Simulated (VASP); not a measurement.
# Si2B3 (R-3m) in VASP: notebook

Runs on Si2B3. Level: PBE. Tasks: relaxation of cell and atoms.

Everything below comes from runs of VASP 6.6.1. Logs are shortened: lines on timing, memory, paths and dates and some standing lists are left out, and cuts for length are marked.

**1. The structure**

It takes space group R-3m (No. 166, trigonal). Conventional cell: a = 3.618 Å, b = 3.618 Å, c = 16.765 Å, α = 90.00°, β = 90.00°, γ = 120.00°. Si (site symmetry -3m) is surrounded by 6 B at 2.98 Å. Si (site symmetry -3m) has 6 B at 1.81 Å as nearest neighbours. Around B (site symmetry 2/m) lie 2 Si at 1.81 Å and 4 B at 1.81 Å.

The cell was built by a generator and needn't be a form met in nature.

**2. Relaxation of cell and atoms, PBE**

Input file INCAR:

```
  PREC = Normal
  ENCUT = 520
  EDIFF = 1E-4
  ISMEAR = 0
  SIGMA = 0.15
  LREAL = F
  LASPH = T
  NELM = 60
  ALGO = Fast
  ISIF = 3
  LWAVE = F
  LCHARG = F
  GGA = PE
  IBRION = 2
  NSW = 24
  EDIFFG = -0.08
```

Input file KPOINTS:

```
Automatic mesh
0
Gamma
  6 6 6
```

Input file POSCAR:

```
Si2B3
1.0
    1.8088590300      1.0443452500      5.5881758800
   -1.8088590300      1.0443452500      5.5881758800
    0.0000000000     -2.0886905000      5.5881758800
Si B
2 3
Direct
    0.0000000000      0.0000000000      0.0000000000
    0.5000000000      0.5000000000      0.5000000000
    0.0000000000      0.0000000000      0.5000000000
    0.5000000000      0.0000000000      0.0000000000
    0.0000000000      0.5000000000      0.0000000000
```

Potentials or basis: VASP PAW PBE potentials, release 64 (Si, B).

Run with:

```
> cat potpaw_PBE.64/Si/POTCAR potpaw_PBE.64/B/POTCAR > POTCAR
> mpirun -np 1 vasp_std > vasp.out
```

OUTCAR:

```text
PREC = Normal
   ENCUT = 520
   EDIFF = 1E-4
   ISMEAR = 0
   LREAL = F
   LASPH = T
   NELM = 60
   ISIF = 3
   GGA = PE
   IBRION = 2
   NSW = 24
   EDIFFG = -0.08

 ion  position               nearest neighbor table
   1  0.000  0.000  0.000-
   2  0.500  0.500  0.500-   3 1.81   3 1.81   4 1.81   4 1.81   5 1.81   5 1.81
   3  0.000  0.000  0.500-   2 1.81   2 1.81   4 1.81   5 1.81   5 1.81   4 1.81
   4  0.500  0.000  0.000-   5 1.81   5 1.81   2 1.81   2 1.81   3 1.81   3 1.81
   5  0.000  0.500  0.000-   4 1.81   4 1.81   3 1.81   2 1.81   2 1.81   3 1.81

  LATTYP: Found a trigonal (rhomboedric) cell.
 ALAT       =     5.9657637950
 COS(alpha) =     0.8161315000

  Lattice vectors:

 A1 = (   1.8088590300,   1.0443452500,   5.5881758800)
 A2 = (  -1.8088590300,   1.0443452500,   5.5881758800)
 A3 = (   0.0000000000,  -2.0886905000,   5.5881758800)

Analysis of symmetry for initial positions (statically):
=====================================================================
 Subroutine PRICEL returns:
 Original cell was already a primitive cell.

 Routine SETGRP: Setting up the symmetry group for a
 trigonal (rhombohedral) supercell.

 Subroutine GETGRP returns: Found 12 space group operations
 (whereof 12 operations were pure point group operations)
 out of a pool of 12 trial point group operations.

The static configuration has the point symmetry D_3d.

Analysis of symmetry for dynamics (positions and initial velocities):
=====================================================================
 Subroutine PRICEL returns:
 Original cell was already a primitive cell.

 Routine SETGRP: Setting up the symmetry group for a
 trigonal (rhombohedral) supercell.

 Subroutine GETGRP returns: Found 12 space group operations
 (whereof 12 operations were pure point group operations)
 out of a pool of 12 trial point group operations.

The dynamic configuration has the point symmetry D_3d.

 Subroutine INISYM returns: Found 12 space group operations
 (whereof 12 operations are pure point group operations),
 and found     1 'primitive' translations

----------------------------------------------------------------------------------------

                                     Primitive cell

  volume of cell :      63.3388

  direct lattice vectors                    reciprocal lattice vectors
     1.808859030  1.044345250  5.588175880     0.276417339  0.159589625  0.059649757
    -1.808859030  1.044345250  5.588175880    -0.276417339  0.159589625  0.059649757
     0.000000000 -2.088690500  5.588175880     0.000000000 -0.319179250  0.059649757

  length of vectors
     5.965763795  5.965763795  5.965763796     0.324705231  0.324705231  0.324705231

  position of ions in fractional coordinates (direct lattice)
     0.000000000  0.000000000  0.000000000
     0.500000000  0.500000000  0.500000000
     1.000000000  1.000000000  0.500000000
     0.500000000  0.000000000  1.000000000
     0.000000000  0.500000000  1.000000000

  ion indices of the primitive-cell ions
   primitive index   ion index
                 1           1
                 2           2
                 3           3
                 4           4
                 5           5

----------------------------------------------------------------------------------------

 KPOINTS: Automatic mesh

Automatic generation of k-mesh.
 Grid dimensions read from file:
 generate k-points for:    6    6    6

 Generating k-lattice:

  Cartesian coordinates                     Fractional coordinates (reciprocal lattice)
     0.046069557  0.026598271  0.009941626     0.166666667  0.000000000 -0.000000000
    -0.046069557  0.026598271  0.009941626     0.000000000  0.166666667 -0.000000000
     0.000000000 -0.053196542  0.009941626    -0.000000000 -0.000000000  0.166666667

  Length of vectors
     0.054117539  0.054117539  0.054117538

  Shift w.r.t. Gamma in fractional coordinates (k-lattice)
     0.000000000  0.000000000  0.000000000

 Subroutine IBZKPT returns following result:
 ===========================================

 Found     32 irreducible k-points:

 Following reciprocal coordinates:
            Coordinates               Weight
  0.000000  0.000000  0.000000      1.000000
  0.166667  0.000000  0.000000      6.000000
  0.333333  0.000000 -0.000000      6.000000
  0.500000  0.000000 -0.000000      3.000000
  0.166667  0.166667  0.000000      6.000000
  0.333333  0.166667 -0.000000     12.000000
[... 16 lines left out ...]
  0.500000  0.500000  0.166667      6.000000
 -0.333333  0.500000  0.166667     12.000000
 [... further k-points ...]
   k-points           NKPTS =     32   k-points in BZ     NKDIM =     32   number of bands    NBANDS=     12
   number of dos      NEDOS =    301   number of ions     NIONS =      5
   total plane-waves  NPLWV =  46656
   dimension x,y,z NGX =    36 NGY =   36 NGZ =   36
   dimension x,y,z NGXF=    72 NGYF=   72 NGZF=   72
   ions per type =               2   3
   NGX,Y,Z   is equivalent  to a cutoff of  10.03, 10.03, 10.03 a.u.
   NGXF,Y,Z  is equivalent  to a cutoff of  20.06, 20.06, 20.06 a.u.
 SYSTEM =  unknown system
   PREC   = normal    normal or accurate (medium, high low for compatibility)
   ISTART =      0    job   : 0-new  1-cont  2-samecut
   ICHARG =      2    charge: 1-file 2-atom 10-const
   ISPIN  =      1    spin polarized calculation?
   LNONCOLLINEAR =      F non collinear calculations
   LSORBIT =      F    spin-orbit coupling
   LASPH  =      T    aspherical Exc in radial PAW
   ENCUT  =  520.0 eV  38.22 Ry    6.18 a.u.  11.09 11.09 11.09*2*pi/ulx,y,z
   NELM   =     60;   NELMIN=  2; NELMDL= -5     # of ELM steps
   EDIFF  = 0.1E-03   stopping-criterion for ELM
   LREAL  =      F    real-space projection
   EDIFFG = -.8E-01   stopping-criterion for IOM
   NSW    =     24    number of steps for IOM
   IBRION =      2    ionic relax: 0-MD 1-quasi-New 2-CG
   NFREE  =      1    steps in history (QN), initial steepest desc. (CG)
   ISIF   =      3    stress and relaxation
   ISYM   =      2    0-nonsym 1-usesym 2-fastsym
   POTIM  = 0.5000    time-step for ionic-motion
   TEBEG  =    0.0;   TEEND  =   0.0 temperature during run
   PSTRESS=    0.0 pullay stress
   NELECT =      17.0000    total number of electrons
   NUPDOWN=      -1.0000    fix difference up-down
   EMIN   =  10.00;   EMAX   =-10.00  energy-range for DOS
   EFERMI =   0.00;   METHOD = LEGACY
   ISMEAR =     0;   SIGMA  =   0.15  broadening in eV -4-tet -1-fermi 0-gaus
   EFERMI_NEDOS =   21; number of points for ismear=-14 and -15
   IALGO  =     68    algorithm
   IMIX   =      4    mixing-type and parameters
     AMIX     =   0.40;   BMIX     =  1.00
     AMIX_MAG =   1.60;   BMIX_MAG =  1.00
  volume/ion in A,a.u.               =      12.67        85.49
  Fermi-wavevector in a.u.,A,eV,Ry     =   1.056009  1.995568 15.172615  1.115156
  Thomas-Fermi vector in A             =   2.191229
   LORBIT       =      0    0 simple, 1 ext, 2 COOP (PROOUT), +10 PAW based schemes
   GGA     = PE    functional components
   LHFCALC =     F    Hartree Fock is set to
   AEXX    =    0.0000 exact exchange contribution
   IVDW    =     0    specifies the selected vdW correction
   LEPSILON=     F    determine dielectric tensor
   LRPA    =     F    only Hartree local field effects (RPA)
 conjugate gradient relaxation of ions
 non-spin polarized calculation
 RMM-DIIS sequential band-by-band and
 Gauss-broadening in eV      SIGMA  =   0.15
  energy-cutoff  :      520.00
  volume of cell :       63.34
 maximum number of plane-waves:      1728
   NGX = 23   NGY = 23   NGZ = 23

--------------------------------------- Ionic step        1  -------------------------------------------

 number of electron      17.0000001 magnetization

 Free energy of the ion-electron system (eV)
  ---------------------------------------------------
  ext. energy  EPLUGINS =         0.00000000
  ---------------------------------------------------
  free energy    TOTEN  =       -22.59672363 eV

  energy without entropy =      -22.57356752  energy(sigma->0) =      -22.58514557

------------------------ aborting loop because EDIFF is reached ----------------------------------------

  FORCE on cell =-STRESS in cart. coord.  units (eV):
  Direction    XX          YY          ZZ          XY          YZ          ZX
  --------------------------------------------------------------------------------------
  -------------------------------------------------------------------------------------
  Total       15.4533458     15.4533459     -3.0831285      0.0000000      0.0000000      0.0000000
  in kB      390.8975710    390.8975725    -77.9887696      0.0000000      0.0000000      0.0000000
  external PRESSURE =     234.6021246 kB  Pullay stress =       0.0000000 kB
[... 98 lines left out ...]
  FREE ENERGIE OF THE ION-ELECTRON SYSTEM (eV)
  ---------------------------------------------------
  free  energy   TOTEN  =       -23.8509162598 eV

  energy  without entropy=      -23.8245019913  energy(sigma->0) =      -23.83770913

 E-fermi :   5.0827     XC(G=0):  -9.7870

 val. band max:        5.0378247970   @ k =   0.5000   0.5000   0.1667
 cond. band min:       5.0840544383   @ k =   0.1667   0.1667   0.0000
 fundamental gap:      0.0462296414
 Fermi energy:         5.0826972976

 k-point     1 :       0.0000    0.0000    0.0000
  band No.  band energies     occupation
      1      -9.3935      2.00000
      2      -1.7413      2.00000
      3      -1.4835      2.00000
      4      -1.3506      2.00000
      5      -1.3506      2.00000
      6      -0.6153      2.00000
      7       3.3474      2.00000
      8       3.3474      2.00000
      9       4.8145      1.98854
     10       6.5564      0.00000
     11       6.5564      0.00000
     12       9.1925      0.00000
[... 331 lines left out ...]
 k-point    24 :      -0.3333    0.5000    0.1667
  band No.  band energies     occupation
      1      -7.3529      2.00000
      2      -5.6738      2.00000
      3      -4.1199      2.00000
      4      -1.8042      2.00000
      5       0.3783      2.00000
      6       1.8143      2.00000
      7       3.6670      2.00000
      8       4.4081      2.00000
      9       4.9222      1.86985
     10       5.8002      0.00000
     11       6.5289      0.00000
     12       8.2076      0.00000

 [... further k-points ...]

[... ionic steps 4 to 7 ...]

--------------------------------------- Ionic step        8  -------------------------------------------

 number of electron      17.0000000 magnetization

------------------------ aborting loop because EDIFF is reached ----------------------------------------

  FORCE on cell =-STRESS in cart. coord.  units (eV):
  Direction    XX          YY          ZZ          XY          YZ          ZX
  --------------------------------------------------------------------------------------
  -------------------------------------------------------------------------------------
  Total        1.9366524      1.9366524      0.3532713     -0.0000000     -0.0000000      0.0000000
  in kB       57.5334975     57.5334978     10.4948787     -0.0000000     -0.0000000      0.0000000
  external PRESSURE =      41.8539580 kB  Pullay stress =       0.0000000 kB
[... 63 lines left out ...]
  energy  without entropy=      -25.3693319470  energy(sigma->0) =      -25.37924892

--------------------------------------- Ionic step       10  -------------------------------------------

 number of electron      17.0000000 magnetization

 Free energy of the ion-electron system (eV)
  ---------------------------------------------------
  ext. energy  EPLUGINS =         0.00000000
  ---------------------------------------------------
  free energy    TOTEN  =       -25.40385145 eV

  energy without entropy =      -25.38756854  energy(sigma->0) =      -25.39571000

 E-fermi :   7.6900     XC(G=0): -10.9030

 val. band max:        7.6579594070   @ k =  -0.3333   0.3333   0.0000
 cond. band min:       7.7202109215   @ k =   0.3333   0.1667   0.1667
 fundamental gap:      0.0622515145
 Fermi energy:         7.6900242734

 k-point     1 :       0.0000    0.0000    0.0000
  band No.  band energies     occupation
      1      -7.6667      2.00000
      2      -0.0841      2.00000
      3       1.0093      2.00000
      4       1.0093      2.00000
      5       2.8330      2.00000
      6       3.4253      2.00000
      7       4.6387      2.00000
      8       4.6387      2.00000
      9       6.1484      2.00000
     10       6.8515      2.00000
     11       6.8515      2.00000
     12      10.7642      0.00000
[... 331 lines left out ...]
 k-point    24 :      -0.3333    0.5000    0.1667
  band No.  band energies     occupation
      1      -4.9477      2.00000
      2      -4.0342      2.00000
      3      -2.5999      2.00000
      4      -0.0766      2.00000
      5       2.3358      2.00000
      6       3.6470      2.00000
      7       5.6092      2.00000
      8       6.9321      2.00000
      9       9.4834      0.00000
     10       9.8915      0.00000
     11      10.5793      0.00000
     12      11.1613      0.00000

 [... further k-points ...]

------------------------ aborting loop because EDIFF is reached ----------------------------------------

  FORCE on cell =-STRESS in cart. coord.  units (eV):
  Direction    XX          YY          ZZ          XY          YZ          ZX
  --------------------------------------------------------------------------------------
  -------------------------------------------------------------------------------------
  Total       -0.0935487     -0.0935487     -0.1029140     -0.0000000     -0.0000000     -0.0000000
  in kB       -2.7158596     -2.7158596     -2.9877476     -0.0000000     -0.0000000     -0.0000000
  external PRESSURE =      -2.8064890 kB  Pullay stress =       0.0000000 kB
[... 20 lines left out ...]
  FREE ENERGIE OF THE ION-ELECTRON SYSTEM (eV)
  ---------------------------------------------------
  free  energy   TOTEN  =       -25.4038514549 eV

  energy  without entropy=      -25.3875685371  energy(sigma->0) =      -25.39571000

 reached required accuracy - stopping structural energy minimisation
```

Run time: 2.2 min. Hardware: 1 thread of Intel Xeon Platinum 8488C (Sapphire Rapids), shared host; peak memory 0.21 GiB.

What came out:

- Free energy: -25.4039 eV
- Relaxed volume: 11.04 Å³/atom
- Relaxed cell: a = 4.451 Å, b = 4.451 Å, c = 4.451 Å, α = 55.07°, β = 55.07°, γ = 55.07°
- Space group after relaxing (to 0.05 Å): R-3m (No. 166)
- Energy gained by relaxing: 561.4 meV/atom
- Ionic steps: 10
- Pressure after relaxing: -0.3 GPa
- Band gap on the k mesh: none (metal or under the smearing width)

Step by step:
```csv
step,energy change (eV),largest force (eV/Å),pressure (GPa),volume (Å³)
1,0.0000,0.0000,23.46,63.34
2,-0.8671,0.0000,-14.50,81.15
3,-1.2542,0.0000,-4.81,73.82
4,-1.5430,0.0000,-5.09,70.62
5,-2.0149,0.0000,-4.74,65.34
6,-2.7733,0.0000,3.41,54.34
7,-2.7659,0.0000,5.73,53.21
8,-2.7740,0.0000,4.19,53.93
9,-2.7924,0.0000,-3.28,56.15
10,-2.8071,0.0000,-0.28,55.19
```

Final structure:
```cif
data_structure
_symmetry_space_group_name_H-M 'P 1'
_symmetry_Int_Tables_number 1
_cell_length_a 4.4506
_cell_length_b 4.4506
_cell_length_c 4.4506
_cell_angle_alpha 55.071
_cell_angle_beta 55.071
_cell_angle_gamma 55.071
_cell_volume 55.19
loop_
_atom_site_label
_atom_site_type_symbol
_atom_site_fract_x
_atom_site_fract_y
_atom_site_fract_z
_atom_site_occupancy
Si1 Si 0.00000 0.00000 0.00000 1
Si2 Si 0.50000 0.50000 0.50000 1
B1 B 0.00000 0.00000 0.50000 1
B2 B 0.50000 0.00000 0.00000 1
B3 B 0.00000 0.50000 0.00000 1
```

Caveat: the relaxation stopped at a loose force limit of 0.08 eV/Å, so its end isn't a converged minimum.

[end of part 1 of 2]
